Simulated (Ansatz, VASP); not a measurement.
# Cr2O3 (Eskolaite) in two plane-wave programs

One calculation is typed for both programs; each brings its own data sets. How far apart do they land? The two relaxations start from unlike cells of this crystal (the structure described is Ansatz's start), so only their ends are compared.

Method: plane waves, with VASP 6.6.1 beside it; relaxation of cell and atoms at PBE, DFT+U, in Ansatz 0.2.0.

## (1) The starting structure

The structure is trigonal, space group R-3c (No. 167). Conventional cell: a = 5.041 Å, b = 5.041 Å, c = 13.757 Å, α = 90.00°, β = 90.00°, γ = 120.00°. Nearest to Cr lie 6 O at 2.00 to 2.04 Å. Nearest to O lie 4 Cr at 2.00 to 2.04 Å. Farther neighbours and most contacts between anions are not listed.

Coordinates:

```cif
data_structure
_symmetry_space_group_name_H-M 'P 1'
_symmetry_Int_Tables_number 1
_cell_length_a 5.4312
_cell_length_b 5.4312
_cell_length_c 5.4312
_cell_angle_alpha 55.303
_cell_angle_beta 55.303
_cell_angle_gamma 55.303
_cell_volume 100.92
loop_
_atom_site_label
_atom_site_type_symbol
_atom_site_fract_x
_atom_site_fract_y
_atom_site_fract_z
_atom_site_occupancy
Cr1 Cr 0.34819 0.34819 0.34819 1
Cr2 Cr 0.15181 0.15181 0.15181 1
Cr3 Cr 0.65181 0.65181 0.65181 1
Cr4 Cr 0.84819 0.84819 0.84819 1
O5 O 0.55315 0.94685 0.25000 1
O6 O 0.25000 0.55315 0.94685 1
O7 O 0.94685 0.25000 0.55315 1
O8 O 0.44685 0.05315 0.75000 1
O9 O 0.75000 0.44685 0.05315 1
O10 O 0.05315 0.75000 0.44685 1
```

## (2) Ansatz: relaxation of cell and atoms, PBE, DFT+U, pair 1

Ansatz runs on its default PAW (the set named soft_2) files.

The relaxed volume is the usual yardstick between codes: in a stiff, nearly cubic crystal its relative difference is about their pressure difference at one cell divided by the bulk modulus.

The input, input.yaml:

```yaml
crystal:
  lattice:
    - [2.5205884854, 1.4552624405, 4.5855078488]
    - [-2.5205884854, 1.4552624405, 4.5855078488]
    - [0.0, -2.9105248811, 4.5855078488]
  atoms:
    - { symbol: Cr, position: [0.3481940589, 0.3481940589, 0.3481940589], spin: 2.71 }
    - { symbol: Cr, position: [0.1518059414, 0.1518059414, 0.1518059414], spin: -2.71 }
    - { symbol: Cr, position: [0.6518059414, 0.6518059414, 0.6518059414], spin: -2.71 }
    - { symbol: Cr, position: [0.8481940589, 0.8481940589, 0.8481940589], spin: 2.71 }
    - { symbol: O, position: [0.5531536374, 0.9468463624, 0.2499999999] }
    - { symbol: O, position: [0.2499999999, 0.5531536374, 0.9468463624] }
    - { symbol: O, position: [0.9468463624, 0.2499999999, 0.5531536374] }
    - { symbol: O, position: [0.4468463624, 0.0531536374, 0.7499999999] }
    - { symbol: O, position: [0.7499999999, 0.4468463624, 0.0531536374] }
    - { symbol: O, position: [0.0531536374, 0.7499999999, 0.4468463624] }
kpoints:
  mp_grid: { grid: [6, 6, 6] }
hamiltonian:
  xc: pbe
  hubbard:
    sites: [{ species: Cr, l: d, u_eff: 3.7 }]
    projectors: ortho-atomic
scf:
  occupations: { method: gaussian, width: 0.02 }
output:
  forces: true
  stress: true
  eigenvalues: true
  populations: true
magnetization:
  spin_polarized: true
relax:
  adjacent_minimum: "off"
  f_tol: 0.001
  max_steps: 60
  cell: { stress_tol: 0.01 }
```

Run with:

```sh
> ansatz run input.yaml --threads 16 --pin off --max-ram 61440MiB --backend cuda --events-out ev --progress --plain --runs-dir out --max-vram 78GiB
```

Numbers of over 12 decimals in the logs are rounded to 6 here.

Log:

```text
Engine: ansatz 0.2.0, aarch64-unknown-linux-gnu
Pseudopotentials: kind: paw
Pseudopotential: Cr, paw, valence charge 14, recommended cutoff 420 eV (normal), Cr.paw.azcp
Pseudopotential: O, paw, valence charge 6, recommended cutoff 420 eV (normal), O.paw.azcp
Functional definition: PBE
  parameter kappa = 0.804
  parameter beta = 0.066725
  exchange = pbe_x(kappa = kappa, mu = beta*pi^2/3)
  correlation = pbe_c(beta = beta)
device memory: the entry about to start is reckoned to put 5.6 GiB on a device that reports 127.2 GiB free (of which the cap on the GPU budget leaves the run 78.0 GiB)
GPU FFT provider: cuFFT
GPU libraries: cuBLAS 13.8.1, cuFFT 12.4.0, cuSOLVER 12.3.2
[...]
Basis set: ecut = 420 eV, 1935 PW (Γ), exchange–correlation on 80×80×80 points (8 copies of the dense FFT grid, shifted against one another)
[...]
k-points: 32 of 216 (time reversal used)
[...]
4      O      6.7940    -0.0000
     5      O      6.7940    -0.0000
     6      O      6.7940    -0.0000
     7      O      6.7940    -0.0000
     8      O      6.7940    -0.0000
     9      O      6.7940    -0.0000
  spilling = 0.005230 (of n_electrons = 92.000000)
```

## (3) VASP: relaxation of cell and atoms, PBE, DFT+U, pair 1

Its own start cell and the same functional, mesh and smearing now go to VASP, with its own data sets.

Lines of VASP's logs that name or quote its potential files are left out, and so is its time.

The input, INCAR:

```
SYSTEM = Cr2O3
PREC = Accurate
ENCUT = 600
EDIFF = 1E-07
NELM = 200
ISMEAR = 0
SIGMA = 0.02
LREAL = .FALSE.
ALGO = Normal
GGA = PE
NBANDS = 57
ISPIN = 2
MAGMOM = 2.46 -2.46 -2.46 2.46 -0 -0 -0 -0 -0 -0
LDAU = .TRUE.
LDAUTYPE = 2
LDAUL = 2 -1
LDAUU = 3.7 0
LDAUJ = 0 0
LDAUPRINT = 1
LASPH = .TRUE.
LMAXMIX = 4
LORBIT = 11
LWAVE = .FALSE.
LCHARG = .FALSE.
ISIF = 3
IBRION = 2
NSW = 80
EDIFFG = -0.005
GGA_COMPAT = .FALSE.
NELMIN = 4
KPAR = 2
```

The input, POSCAR:

```
Cr2O3
1.0
    2.5317638420      1.4617145356      4.6124601020
   -2.5317638420      1.4617145356      4.6124601020
    0.0000000000     -2.9234290714      4.6124601020
Cr O
4 6
Direct
    0.3480875440      0.3480875440      0.3480875440
    0.1519124563      0.1519124563      0.1519124563
    0.6519124563      0.6519124563      0.6519124563
    0.8480875440      0.8480875440      0.8480875440
    0.5537138632      0.9462861366      0.2499999999
    0.2499999999      0.5537138632      0.9462861366
    0.9462861366      0.2499999999      0.5537138632
    0.4462861366      0.0537138632      0.7499999999
    0.7499999999      0.4462861366      0.0537138632
    0.0537138632      0.7499999999      0.4462861366
```

The input, KPOINTS:

```
Automatic mesh
0
Gamma
6 6 6
0 0 0
```

PAW data sets: Cr_pv and O (PBE family, release 64).

Run with:

```sh
> mpirun -np 2 vasp_std
```

Log:

```text
[banner, memory and clock lines left out]
running    2 mpi-ranks, on    1 nodes
 distrk:  each k-point on    1 cores,    2 groups
 distr:  one band on    1 cores,    1 groups

 POSCAR found type information on POSCAR CrO
 POSCAR found :  2 types and      10 ions
 LDA part: xc-table for (Slater+PW92), standard interpolation
 POSCAR, INCAR and KPOINTS ok, starting setup
 FFT: planning ... GRIDC
 FFT: planning ... GRID_SOFT
 FFT: planning ... GRID
 WAVECAR not read
 entering main loop
       N       E                     dE             d eps       ncg     rms          rms(c)
DAV:   1     0.125708225385E+04    0.12571E+04   -0.49570E+04  7408   0.187E+03
DAV:   2     0.547207995915E+02   -0.12024E+04   -0.11149E+04  7693   0.551E+02
DAV:   3    -0.861079275934E+02   -0.14083E+03   -0.13600E+03  8114   0.192E+02
DAV:   4    -0.913607300518E+02   -0.52528E+01   -0.52057E+01  8325   0.350E+01
DAV:   5    -0.914699742768E+02   -0.10924E+00   -0.10915E+00  9295   0.501E+00    0.401E+01
DAV:   6    -0.799694476916E+02    0.11501E+02   -0.13837E+02  8853   0.754E+01    0.306E+01
DAV:   7    -0.788591646872E+02    0.11103E+01   -0.21481E+01  7959   0.465E+01    0.167E+01
DAV:   8    -0.792293232859E+02   -0.37016E+00   -0.31561E+00  7566   0.845E+00    0.992E+00
DAV:   9    -0.792960423790E+02   -0.66719E-01   -0.74370E-01  9846   0.923E+00    0.266E+00
DAV:  10    -0.792560047688E+02    0.40038E-01   -0.33993E-01  7610   0.639E+00    0.430E-01
DAV:  11    -0.792608873406E+02   -0.48826E-02   -0.31900E-02  8526   0.817E-01    0.226E-01
DAV:  12    -0.792612621062E+02   -0.37477E-03   -0.25349E-03  9516   0.454E-01    0.141E-01
DAV:  13    -0.792615174558E+02   -0.25535E-03   -0.60146E-04  9255   0.125E-01    0.810E-02
DAV:  14    -0.792615230311E+02   -0.55754E-05   -0.16098E-04  8796   0.110E-01    0.273E-02
DAV:  15    -0.792615253876E+02   -0.23565E-05   -0.27067E-05  9826   0.286E-02    0.106E-02
DAV:  16    -0.792615270024E+02   -0.16148E-05   -0.42688E-06  8549   0.141E-02    0.819E-03
DAV:  17    -0.792615277790E+02   -0.77656E-06   -0.21939E-06  8566   0.842E-03    0.262E-03
DAV:  18    -0.792615280003E+02   -0.22127E-06   -0.29033E-07  7341   0.402E-03    0.177E-03
DAV:  19    -0.792615281396E+02   -0.13937E-06   -0.18130E-07  5879   0.398E-03    0.122E-03
DAV:  20    -0.792615281046E+02    0.35057E-07   -0.34957E-08  5252   0.210E-03
   1 F= -.79261528E+02 E0= -.79261528E+02  d E =-.792615E+02  mag=     0.0000
 curvature:   0.00 expect dE= 0.000E+00 dE for cont linesearch  0.000E+00
 trial: gam= 0.00000 g(F)=  0.144E-05 g(S)=  0.422E-04 ort = 0.000E+00 (trialstep = 0.100E+01)
 search vector abs. value=  0.436E-04
 bond charge predicted
       N       E                     dE             d eps       ncg     rms          rms(c)
DAV:   1    -0.792619482998E+02   -0.42016E-03   -0.11307E-02  7431   0.832E-01    0.181E-01
DAV:   2    -0.792615665632E+02    0.38174E-03   -0.10428E-03  7430   0.303E-01    0.123E-01
DAV:   3    -0.792615411508E+02    0.25412E-04   -0.15673E-04  8273   0.666E-02    0.501E-02
DAV:   4    -0.792615339251E+02    0.72258E-05   -0.46288E-05  8497   0.454E-02    0.229E-02
DAV:   5    -0.792615331722E+02    0.75285E-06   -0.29583E-06  9927   0.106E-02    0.121E-02
DAV:   6    -0.792615332383E+02   -0.66082E-07   -0.20742E-06  8236   0.123E-02    0.487E-03
DAV:   7    -0.792615331730E+02    0.65293E-07   -0.50560E-07  7792   0.448E-03
   2 F= -.79261533E+02 E0= -.79261533E+02  d E =-.506845E-05  mag=     0.0000
 trial-energy change:   -0.000005  1 .order   -0.000005   -0.000044    0.000033
 step:   0.5712(harm=  0.5712)  dis= 0.00005  next Energy=   -79.261541 (dE=-0.125E-04)
 bond charge predicted
       N       E                     dE             d eps       ncg     rms          rms(c)
DAV:   1    -0.792616191056E+02   -0.85867E-04   -0.20856E-03  7560   0.357E-01    0.783E-02
DAV:   2    -0.792615479716E+02    0.71134E-04   -0.19467E-04  7618   0.131E-01    0.535E-02
DAV:   3    -0.792615427807E+02    0.51909E-05   -0.28984E-05  8351   0.287E-02    0.216E-02
DAV:   4    -0.792615408319E+02    0.19488E-05   -0.87260E-06  8553   0.196E-02    0.987E-03
DAV:   5    -0.792615403962E+02    0.43570E-06   -0.53723E-07  8156   0.459E-03    0.512E-03
DAV:   6    -0.792615401138E+02    0.28235E-06   -0.38346E-07  7786   0.534E-03    0.199E-03
DAV:   7    -0.792615401242E+02   -0.10403E-07   -0.98284E-08  5200   0.210E-03
   3 F= -.79261540E+02 E0= -.79261540E+02  d E =-.120197E-04  mag=     0.0000
 curvature:  -0.29 expect dE=-0.762E-06 dE for cont linesearch -0.122E-07
 trial: gam= 0.02979 g(F)=  0.159E-05 g(S)=  0.107E-05 ort = 0.137E-05 (trialstep = 0.914E+00)
 search vector abs. value=  0.279E-05
 reached required accuracy - stopping structural energy minimisation
```

(Continued in part 2 of 3.)

[Lines on the potential files, build, host, timing and source positions are cut from VASP's logs without a mark.]

[Logs are printed without paths, hosts, clocks, repeated set-up lines and the standing remarks that a program may print on its own settings, such as how far it seeks lower states.]

[Hosts, paths, dates, database ids (printed as entryN), source tags and the programs' standing remarks are cut or masked in the printed files.]
